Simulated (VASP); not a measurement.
A convergence study with VASP on CoSi2 (space group no. 225 when undisturbed): one setting is varied, all else stays as given below, so the limit is that of these other settings. One atom is moved off its site, so that forces are finite.

```
CELL_PARAMETERS angstrom
      0.00000     2.67196     2.67196
      2.67196     0.00000     2.67196
      2.67196     2.67196     0.00000
ATOMIC_POSITIONS crystal
  Co 0.00936 0.00936 0.99064
  Si 0.25000 0.25000 0.25000
  Si 0.75000 0.75000 0.75000
```

The numbers are results of PBEsol GGA, VASP's PBE PAW potentials (set 64) (plane waves; VASP), not measurements. The tightest run used: 720 eV cut-off, 11×11×11 Γ-centred mesh, Fermi-Dirac smearing of 0.10 eV, potentials Co Si.

Question: The settings run are ENCUT = 105; ENCUT = 120; ENCUT = 135; ENCUT = 150; ENCUT = 165; ENCUT = 180; ENCUT = 210; ENCUT = 240; ENCUT = 270; ENCUT = 330; ENCUT = 360; ENCUT = 405; ENCUT = 450; ENCUT = 525; ENCUT = 600; ENCUT = 720. From which on does the energy per atom stay within 0.005 eV/atom of the tightest run?

Answer: From ENCUT = 330 on: it is off by 0.0003 there and by no more than 0.005 in any finer run, while ENCUT = 270 is off by 0.0086.
```
setting      E (eV/atom)  pressure (GPa)  largest force (eV/Å)  plane waves  difference judged (eV/atom)
-----------  -----------  --------------  --------------------  -----------  ---------------------------
ENCUT = 105       7.4548         -794.79                 0.008           99                      14.4420
ENCUT = 120       0.4020         -509.93                 0.286          125                       7.3892
ENCUT = 135      -3.5760         -310.99                 0.465          144                       3.4112
ENCUT = 150      -5.5149         -180.36                 0.640          169                       1.4723
ENCUT = 165      -6.3815         -104.19                 0.673          191                       0.6056
ENCUT = 180      -6.7204          -62.36                 0.631          220                       0.2668
ENCUT = 210      -6.9065          -23.30                 0.551          275                       0.0807
ENCUT = 240      -6.9599           -8.52                 0.564          331                       0.0272
ENCUT = 270      -6.9786           -4.08                 0.584          391                       0.0086
ENCUT = 330      -6.9875           -3.11                 0.586          534                       0.0003
ENCUT = 360      -6.9878           -3.15                 0.586          609                       0.0006
ENCUT = 405      -6.9876           -3.07                 0.587          725                       0.0005
ENCUT = 450      -6.9873           -2.97                 0.587          869                       0.0001
ENCUT = 525      -6.9872           -2.93                 0.587         1054                       0.0000
ENCUT = 600      -6.9872           -2.96                 0.587         1303                       0.0000
ENCUT = 720      -6.9872           -2.93                 0.587         1695                       0.0000
```

Left out are rungs that failed or repeat a setting and relaxations that didn't move; long series are thinned to 24 rows.

The structure is a typed CoSi2 crystal (space group no. 225). The cell was not relaxed at this level, it is distorted from the ideal structure. The run is not spin-polarised, so no magnetic state was tried. The electron count is odd and the run is not spin-polarised, which forces a metal.
